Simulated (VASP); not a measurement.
Calculation: PBE GGA, VASP's PBE PAW potentials (set 64) (plane waves; VASP).

A VASP calculation is set up with these files.

INCAR:
```
! general
SYSTEM  =  Al16O
PREC    =  Normal
ENCUT   =  400
LREAL   =  .FALSE.
LASPH   =  .TRUE.

! electronic loop
EDIFF   =  1E-5
NELM    =  100
NELMIN  =  4
ALGO    =  Normal

! smearing
ISMEAR  =  1
SIGMA   =  0.1

! functional
GGA     =  PE

! ions
IBRION  =  2
NSW     =  50
ISIF    =  2
EDIFFG  =  -0.03

! output
LWAVE   =  .TRUE.
LCHARG  =  .FALSE.

! other
LDIPOL  =  .TRUE.
IDIPOL  =  3
DIPOL   =  0.5 0.5 0.5
```

File POSCAR:
```
Al16O
1
    5.7074358814     0.0000000000     0.0000000000
    2.8537174425     4.9427846712     0.0000000000
    0.0000000000     0.0000000000    20.9409509635
Al O
16 1
Direct
  0.0000000000   0.0000000000   0.3330980000
  0.5000000000   0.0000000000   0.3330980000
  0.0000000000   0.5000000000   0.3330980000
  0.5000000000   0.5000000000   0.3330980000
  0.1666670000   0.1666670000   0.4443660000
  0.6666670000   0.1666670000   0.4443660000
  0.1666670000   0.6666670000   0.4443660000
  0.6666670000   0.6666670000   0.4443660000
 -0.1666670000   0.3333330000   0.5556340000
  0.3333330000   0.3333330000   0.5556340000
 -0.1666670000   0.8333330000   0.5556340000
  0.3333330000   0.8333330000   0.5556340000
  0.0000000000   0.0000000000   0.6669020000
  0.5000000000   0.0000000000   0.6669020000
  0.0000000000   0.5000000000   0.6669020000
  0.5000000000   0.5000000000   0.6669020000
  0.3333330000   0.3333330000   0.7202920000
```

### KPOINTS
```
Automatic mesh
0
Gamma
5 5 1
0 0 0
```

POTCAR, in this order: Al O (PBE.64 set). Program: vasp_std.

**Question.** Predict the energy per atom (σ→0), band gap (on the k-mesh).

**Answer.** 
```
Quantity                                                    Result
------------------------  ----------------------------------------
energy per atom (σ→0)                           -374.2 kJ/mol-atom
band gap (on the k-mesh)  none (metal, semimetal or under 0.01 eV)
```

**OSZICAR**
```
...
  12 F= -.65931888E+02 E0= -.65932280E+02  d E =-.128089E-02
       N       E                     dE             d eps       ncg     rms          rms(c)
DAV:   1    -0.659321638293E+02   -0.27682E-03   -0.48762E-02   368   0.120E+00    0.461E-02
DAV:   2    -0.659324327973E+02   -0.26897E-03   -0.28768E-03   432   0.242E-01    0.454E-02
DAV:   3    -0.659324156102E+02    0.17187E-04   -0.37189E-04   444   0.104E-01    0.319E-02
DAV:   4    -0.659323860924E+02    0.29518E-04   -0.18788E-04   420   0.644E-02    0.227E-02
DAV:   5    -0.659323762383E+02    0.98541E-05   -0.26006E-05   328   0.332E-02
  13 F= -.65932376E+02 E0= -.65932817E+02  d E =-.488102E-03
```

The cell is a thin slab with vacuum, built from Al (fcc): (111) face, O adsorbed.
